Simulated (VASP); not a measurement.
Energy against volume of PbTe (rock salt). All values below come from revPBE GGA, VASP's PBE PAW potentials (set 64) (plane waves; VASP).

| V (Å³/atom) | E (eV/atom) |
|---|---|
| 34.202 | -3.44791 |
| 35.294 | -3.46047 |
| 36.385 | -3.46450 |
| 37.477 | -3.46132 |
| 38.568 | -3.45201 |

Task: Fit a third-order Birch-Murnaghan equation of state.

Result: 
The volume per atom is 36.42 Å³/atom and the bulk modulus is 35.1 GPa. The pressure derivative of the bulk modulus is 4.50 and the lattice constant a is 6.629 Å.

Measured: bulk modulus 39.8 GPa at 300 K (computed value off by -11.8 %), as given by Kerstin Hummer et al., Physical Review B (2007), doi:10.1103/physrevb.75.195211; a 6.438 Å at 120 K (computed value off by +3.0 %), as given by Noda, Masumoto, Ohba, Saito, Toriumi, Iwata, Shibuya, Acta Cryst. C 43, 1443 (1987), by a structure database's card. The calculation is for a static lattice, while the measured bulk modulus, a hold thermal and zero-point effects, which are part of the difference.

The compound is PbTe in the rock salt structure. It was relaxed first, which changed the volume by +8 %.
